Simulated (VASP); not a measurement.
# BICl₂: screened Coulomb integrals of an active space by constrained RPA

BICl₂, molecule in box, 4 atoms in the cell.

| Functional | Screened U within a state, mean (eV) | Screened U' between states, mean (eV) | Screened J (eV) | Bare U within a state, mean (eV) | Bare U' between states, mean (eV) | Time (s) |
|---|---|---|---|---|---|---|
| LDA | 6.29 | 4.85 | 0.06 | 9.66 | 6.57 | 830 |
| PBE | 6.32 | 4.85 | 0.06 | 9.70 | 6.57 | 836 |
| r2SCAN | 6.57 | 5.01 | 0.06 | 9.73 | 6.57 | 1196 |
| PBE0 | 6.92 | 5.23 | 0.06 | 9.76 | 6.53 | 876 |
| HSE06 | 6.69 | 5.03 | 0.06 | 9.77 | 6.53 | 1166 |

Limits: the periodic box is only 6.29 Å wide at its narrowest and no larger one was tried.

## Input of the first row

INCAR.step1:
```
SYSTEM = BICl2
ALGO     = Normal         ! electronic algorithm
EDIFF    = 1E-7           ! SCF threshold, eV
ENCUT    = 420            ! plane-wave cutoff, eV
GGA      = CA             ! functional
ISMEAR   = -1             ! smearing method
LASPH    = .TRUE.         ! aspherical terms in the spheres
LCHARG   = .FALSE.        ! write CHGCAR
LWAVE    = .TRUE.         ! write WAVECAR
NELM     = 150            ! most SCF steps
PREC     = Accurate       ! precision mode
SIGMA    = 0.02           ! smearing width, eV
```

INCAR.step2, as INCAR.step1 but for:
```
- ALGO = Normal
- NELM = 150
+ ALGO = Exact
+ LOPTICS = .TRUE.
+ NBANDS = 132
+ NELM = 1
```

INCAR.step3:
```
SYSTEM = BICl2
ALGO     = CRPA           ! electronic algorithm
ENCUT    = 420            ! plane-wave cutoff, eV
ENCUTGW  = 90             ! cutoff of the response function
GGA      = CA             ! functional
ISMEAR   = -1             ! smearing method
LASPH    = .TRUE.         ! aspherical terms in the spheres
LCHARG   = .FALSE.        ! write CHGCAR
LOCALIZED_BASIS= BLOCH        
LWAVE    = .FALSE.        ! write WAVECAR
NBANDS   = 132            ! bands
NCRPA_BANDS= 12 13        
NTARGET_STATES= 12 13        
PREC     = Accurate       ! precision mode
PRECFOCK = Fast         
SIGMA    = 0.02           ! smearing width, eV
```

KPOINTS:
```
k-points
0
Gamma
  1 1 1
```

POSCAR:
```
BICl2
1.0
    6.2900000000      0.0000000000      0.0000000000
    0.0000000000      7.8500000000      0.0000000000
    0.0000000000      0.0000000000      8.1100000000
Cl B I
2 1 1
Direct
    0.3975278200      0.3184522300      0.5225030900
    0.6024721800      0.6166178300      0.6915783000
    0.4780842700      0.5297261100      0.5202712700
    0.4245548600      0.6815477700      0.3084217000
```

Commands (each step's output is kept before the next begins):
```
cat potpaw_LDA.64/Cl_GW/POTCAR potpaw_LDA.64/B_GW/POTCAR potpaw_LDA.64/I_GW/POTCAR > POTCAR
cp INCAR.step1 INCAR
mpirun -np 4 vasp_std > vasp.out
cp INCAR.step2 INCAR
mpirun -np 4 vasp_std > vasp.out
cp INCAR.step3 INCAR
mpirun -np 4 vasp_std > vasp.out
```

Changes of the last row against the first:
```
(all steps)
- GGA = CA
+ GGA = PE
+ LHFCALC = True
+ HFSCREEN = 0.2
- cat potpaw_LDA.64/Cl_GW/POTCAR potpaw_LDA.64/B_GW/POTCAR potpaw_LDA.64/I_GW/POTCAR > POTCAR
+ cat potpaw_PBE.64/Cl_GW/POTCAR potpaw_PBE.64/B_GW/POTCAR potpaw_PBE.64/I_GW/POTCAR > POTCAR
```

VASP 6.6.1 took 830 s on 4 cores (Intel Xeon Platinum 8488C (Sapphire Rapids)), a shared host.
